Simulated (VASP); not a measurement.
# LuSiRh3 (Pm-3m) in VASP: single point with r2SCAN

Aim: the single point of LuSiRh3 with r2SCAN.

Everything below comes from runs of VASP 6.6.1. Logs are shortened: lines on timing, memory, paths and dates and some standing lists are left out, and cuts for length are marked.

## 1. The structure

Symmetry: Pm-3m, No. 221, cubic system. The conventional cell has a = 4.324 Å, b = 4.324 Å, c = 4.324 Å, α = 90.00°, β = 90.00°, γ = 90.00°. Rh (site symmetry 4/mmm) is surrounded by 2 Si at 2.16 Å. Around Si (site symmetry m-3m) lie 6 Rh at 2.16 Å. Lu (site symmetry m-3m) has 12 Rh at 3.06 Å as nearest neighbours.

The cell was built by a generator and needn't be a form met in nature.

## 2. Single point, r2SCAN

POSCAR

```
LuSiRh3
1.0
    4.3235769300      0.0000000000      0.0000000000
    0.0000000000      4.3235769300      0.0000000000
    0.0000000000      0.0000000000      4.3235769300
Rh Si Lu
3 1 1
Direct
    0.0000000000      0.5000000000      0.5000000000
    0.5000000000      0.0000000000      0.5000000000
    0.5000000000      0.5000000000      0.0000000000
    0.5000000000      0.5000000000      0.5000000000
    0.0000000000      0.0000000000      0.0000000000
```

INCAR.step1

```
ALGO = Normal
EDIFF = 1E-4
ENCUT = 520
GGA = PE
ISMEAR = 1
LASPH = T
LCHARG = F
LREAL = F
LWAVE = T
NBANDS = 45
NELM = 100
PREC = Accurate
SIGMA = 0.2021
```

INCAR.step2

```
ALGO = Normal
EDIFF = 1E-6
ENCUT = 520
ISIF = 2
ISMEAR = 1
ISTART = 1
LASPH = T
LCHARG = F
LMIXTAU = T
LREAL = F
LWAVE = F
METAGGA = R2SCAN
NBANDS = 45
NELM = 100
PREC = Accurate
SIGMA = 0.2021
```

KPOINTS

```
k-points
0
Gamma
  8 8 8
```

Potentials or basis: VASP PAW PBE potentials, release 64 (Rh_pv, Si, Lu).

Started as:

```console
cat potpaw_PBE.64/Rh_pv/POTCAR potpaw_PBE.64/Si/POTCAR potpaw_PBE.64/Lu/POTCAR > POTCAR
cp INCAR.step1 INCAR
mpirun -np 1 vasp_std > vasp.out
cp INCAR.step2 INCAR
mpirun -np 1 vasp_std > vasp.out
```

OUTCAR:

```text
EDIFF = 1E-6
   ENCUT = 520
   ISIF = 2
   ISMEAR = 1
   ISTART = 1
   LASPH = T
   LREAL = F
   METAGGA = R2SCAN
   NELM = 100
   PREC = Accurate

 ion  position               nearest neighbor table
   1  0.000  0.500  0.500-   4 2.16   4 2.16   2 3.06   5 3.06   3 3.06   5 3.06   2 3.06   5 3.06
                             5 3.06   2 3.06   3 3.06   3 3.06   3 3.06   2 3.06
   2  0.500  0.000  0.500-   4 2.16   4 2.16   1 3.06   5 3.06   3 3.06   5 3.06   1 3.06   3 3.06
                             3 3.06   3 3.06   1 3.06   5 3.06   5 3.06   1 3.06
   3  0.500  0.500  0.000-   4 2.16   4 2.16   1 3.06   5 3.06   1 3.06   2 3.06   2 3.06   2 3.06
                             5 3.06   2 3.06   1 3.06   5 3.06   1 3.06   5 3.06
   4  0.500  0.500  0.500-   1 2.16   2 2.16   3 2.16   3 2.16   2 2.16   1 2.16
   5  0.000  0.000  0.000-   1 3.06   2 3.06   3 3.06   1 3.06   2 3.06   1 3.06   3 3.06   1 3.06
                             2 3.06   3 3.06   2 3.06   3 3.06

  LATTYP: Found a simple cubic cell.
 ALAT       =     4.3235769300

  Lattice vectors:

 A1 = (   4.3235769300,   0.0000000000,   0.0000000000)
 A2 = (   0.0000000000,   4.3235769300,   0.0000000000)
 A3 = (   0.0000000000,   0.0000000000,   4.3235769300)

Analysis of symmetry for initial positions (statically):
=====================================================================
 Subroutine PRICEL returns:
 Original cell was already a primitive cell.

 Routine SETGRP: Setting up the symmetry group for a
 simple cubic supercell.

 Subroutine GETGRP returns: Found 48 space group operations
 (whereof 48 operations were pure point group operations)
 out of a pool of 48 trial point group operations.

The static configuration has the point symmetry O_h .

Analysis of symmetry for dynamics (positions and initial velocities):
=====================================================================
 Subroutine PRICEL returns:
 Original cell was already a primitive cell.

 Routine SETGRP: Setting up the symmetry group for a
 simple cubic supercell.

 Subroutine GETGRP returns: Found 48 space group operations
 (whereof 48 operations were pure point group operations)
 out of a pool of 48 trial point group operations.

The dynamic configuration has the point symmetry O_h .

 Subroutine INISYM returns: Found 48 space group operations
[... 95 lines left out ...]
   ISTART =      1    job   : 0-new  1-cont  2-samecut
   ICHARG =      0    charge: 1-file 2-atom 10-const
   ISPIN  =      1    spin polarized calculation?
   LNONCOLLINEAR =      F non collinear calculations
   LSORBIT =      F    spin-orbit coupling
   LASPH  =      T    aspherical Exc in radial PAW
   ENCUT  =  520.0 eV  38.22 Ry    6.18 a.u.   8.04  8.04  8.04*2*pi/ulx,y,z
   NELM   =    100;   NELMIN=  2; NELMDL=  0     # of ELM steps
   EDIFF  = 0.1E-05   stopping-criterion for ELM
   LREAL  =      F    real-space projection
[... 7 lines left out ...]
   TEBEG  =    0.0;   TEEND  =   0.0 temperature during run
   PSTRESS=    0.0 pullay stress
   NELECT =      74.0000    total number of electrons
   NUPDOWN=      -1.0000    fix difference up-down
   EMIN   =  10.00;   EMAX   =-10.00  energy-range for DOS
   EFERMI =   0.00;   METHOD = LEGACY
   ISMEAR =     1;   SIGMA  =   0.20  broadening in eV -4-tet -1-fermi 0-gaus
   EFERMI_NEDOS =   21; number of points for ismear=-14 and -15
   IALGO  =     38    algorithm
   IMIX   =      4    mixing-type and parameters
     AMIX     =   0.40;   BMIX     =  1.00
     AMIX_MAG =   1.60;   BMIX_MAG =  1.00
  volume/ion in A,a.u.               =      16.16       109.08
  Fermi-wavevector in a.u.,A,eV,Ry     =   1.589677  3.004054 34.382913  2.527073
  Thomas-Fermi vector in A             =   2.688489
   LORBIT       =      0    0 simple, 1 ext, 2 COOP (PROOUT), +10 PAW based schemes
   METAGGA = R2SCAN    functional components
   LHFCALC =     F    Hartree Fock is set to
   AEXX    =    0.0000 exact exchange contribution
   IVDW    =     0    specifies the selected vdW correction
   LEPSILON=     F    determine dielectric tensor
   LRPA    =     F    only Hartree local field effects (RPA)
 non-spin polarized calculation
 Methfessel and Paxton  Order N= 1 SIGMA  =   0.20
  energy-cutoff  :      520.00
  volume of cell :       80.82
 maximum number of plane-waves:      2216
   NGX = 17   NGY = 17   NGZ = 17

 number of electron      74.0000071 magnetization

 Free energy of the ion-electron system (eV)
  ---------------------------------------------------
  ext. energy  EPLUGINS =         0.00000000
  ---------------------------------------------------
  free energy    TOTEN  =      -122.43834220 eV

  energy without entropy =     -122.44358581  energy(sigma->0) =     -122.44009007

 E-fermi :   8.2593     XC(G=0): -13.5833

 val. band max:        8.2543978984   @ k =   0.5000   0.5000   0.3750
 cond. band min:       8.4553126482   @ k =   0.1250   0.0000   0.0000
 fundamental gap:      0.2009147497
 Fermi energy:         8.2593296947

 k-point     1 :       0.0000    0.0000    0.0000
  band No.  band energies     occupation
      1     -49.6431      2.00000
      2     -39.8500      2.00000
      3     -39.8500      2.00000
      4     -39.8500      2.00000
      5     -39.1053      2.00000
      6     -39.1053      2.00000
[... 1141 lines left out ...]
     44      13.6088      0.00000
     45      13.6888      0.00000

 [... further k-points ...]

------------------------ aborting loop because EDIFF is reached ----------------------------------------

  FORCE on cell =-STRESS in cart. coord.  units (eV):
  Direction    XX          YY          ZZ          XY          YZ          ZX
  --------------------------------------------------------------------------------------
  -------------------------------------------------------------------------------------
  Total        4.9495514      4.9495514      4.9495514      0.0000000      0.0000000     -0.0000000
  in kB       98.1175840     98.1175840     98.1175840      0.0000000      0.0000000     -0.0000000
  external PRESSURE =      98.1175840 kB  Pullay stress =       0.0000000 kB

 VOLUME and BASIS-vectors are now :
 -----------------------------------------------------------------------------
  energy-cutoff  :      520.00
  volume of cell :       80.82
      direct lattice vectors                 reciprocal lattice vectors
     4.323576930  0.000000000  0.000000000     0.231289975  0.000000000  0.000000000
     0.000000000  4.323576930  0.000000000     0.000000000  0.231289975  0.000000000
     0.000000000  0.000000000  4.323576930     0.000000000  0.000000000  0.231289975

 POSITION                                       TOTAL-FORCE (eV/Angst)
 -----------------------------------------------------------------------------------
      0.00000      2.16179      2.16179         0.000000      0.000000      0.000000
      2.16179      0.00000      2.16179         0.000000      0.000000      0.000000
      2.16179      2.16179      0.00000         0.000000      0.000000      0.000000
      2.16179      2.16179      2.16179         0.000000      0.000000      0.000000
      0.00000      0.00000      0.00000         0.000000      0.000000      0.000000
 -----------------------------------------------------------------------------------
    total drift:                                0.000000     -0.000000     -0.000000

  FREE ENERGIE OF THE ION-ELECTRON SYSTEM (eV)
  ---------------------------------------------------
  free  energy   TOTEN  =      -122.4383422002 eV

  energy  without entropy=     -122.4435858066  energy(sigma->0) =     -122.44009007
```

Wall time 3.9 min (1 thread of Intel Xeon Platinum 8488C (Sapphire Rapids), shared host); peak memory 0.27 GiB.

Results:

- Free energy: -122.4383 eV
- Pressure: 9.8 GPa
- Band gap on the k mesh: none (metal or under the smearing width)

Levels at points of the mesh, in eV from the Fermi level:
| k point | band 35 | band 36 | band 37 | band 38 | band 39 | band 40 |
| --- | --- | --- | --- | --- | --- | --- |
| (0.00, 0.00, 0.00) | -1.31 | -0.32 | -0.32 | -0.32 | -0.02 | 3.15 |
| (0.50, 0.00, 0.00) | -1.52 | -1.02 | -0.32 | 1.48 | 1.48 | 3.05 |
| (0.50, 0.50, 0.00) | -1.55 | -1.07 | -0.88 | 0.86 | 0.86 | 3.00 |
| (0.50, 0.50, 0.50) | -0.33 | -0.33 | 0.25 | 0.25 | 0.25 | 1.67 |

Caveat: the PAW data sets were made with another functional, which shifts forces and pressure a little.
